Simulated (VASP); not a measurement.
Consider the following.

```
Ga
1.0
    2.26000    -3.83000     0.00000
    2.26000     3.83000     0.00000
    0.00000     0.00000     4.53000
Ga
4
Cartesian
  2.26000   2.64347   4.16307
  2.26000   1.18653   1.89807
  2.26000  -1.18653   2.63193
  2.26000  -2.64347   0.36693
```

Calculation: PBE GGA, VASP's PBE PAW potentials (set 64) (plane waves; VASP 6.6.1). Run with 300 eV cut-off, 4×4×4 Γ-centred mesh, Fermi-Dirac smearing of 0.10 eV, potentials Ga_d.

Q: Give the energies of bands 21 to 30 at the high-symmetry points, in eV from the Fermi level.

A: 
```json
[
 {"band": "21", "Γ": "-11.02", "Y": "-9.28", "C0": "-8.48", "Z": "-9.18", "A0": "-6.77", "T": "-7.51", "S": "-8.56", "R": "-7.16"},
 {"band": "22", "Γ": "-4.27", "Y": "-7.29", "C0": "-7.63", "Z": "-9.18", "A0": "-6.77", "T": "-7.51", "S": "-8.56", "R": "-7.16"},
 {"band": "23", "Γ": "-3.70", "Y": "-4.20", "C0": "-6.57", "Z": "-0.17", "A0": "-6.04", "T": "-5.41", "S": "-3.47", "R": "-6.19"},
 {"band": "24", "Γ": "-1.72", "Y": "-3.23", "C0": "-1.04", "Z": "-0.17", "A0": "-6.04", "T": "-5.41", "S": "-3.47", "R": "-6.19"},
 {"band": "25", "Γ": "-1.65", "Y": "-1.71", "C0": "-1.02", "Z": "0.03", "A0": "-3.61", "T": "-1.23", "S": "-1.31", "R": "-1.54"},
 {"band": "26", "Γ": "-0.77", "Y": "-1.48", "C0": "-0.26", "Z": "0.03", "A0": "-3.61", "T": "-1.23", "S": "-1.31", "R": "-1.54"},
 {"band": "27", "Γ": "0.92", "Y": "1.08", "C0": "-0.11", "Z": "0.06", "A0": "4.11", "T": "-0.90", "S": "0.75", "R": "0.51"},
 {"band": "28", "Γ": "0.95", "Y": "1.19", "C0": "1.00", "Z": "0.06", "A0": "4.11", "T": "-0.90", "S": "0.75", "R": "0.51"},
 {"band": "29", "Γ": "1.05", "Y": "3.32", "C0": "2.00", "Z": "2.09", "A0": "5.09", "T": "6.63", "S": "4.07", "R": "7.12"},
 {"band": "30", "Γ": "5.08", "Y": "3.77", "C0": "2.79", "Z": "2.09", "A0": "5.09", "T": "6.63", "S": "4.07", "R": "7.12"}
]
```

It has no gap at this level: it comes out as a metal or semimetal.

The structure is a typed Ga crystal. The cell was not relaxed at this level. The k-mesh is coarse (spacing up to 0.40 per Å, 2π included), so the numbers may not be converged in it.
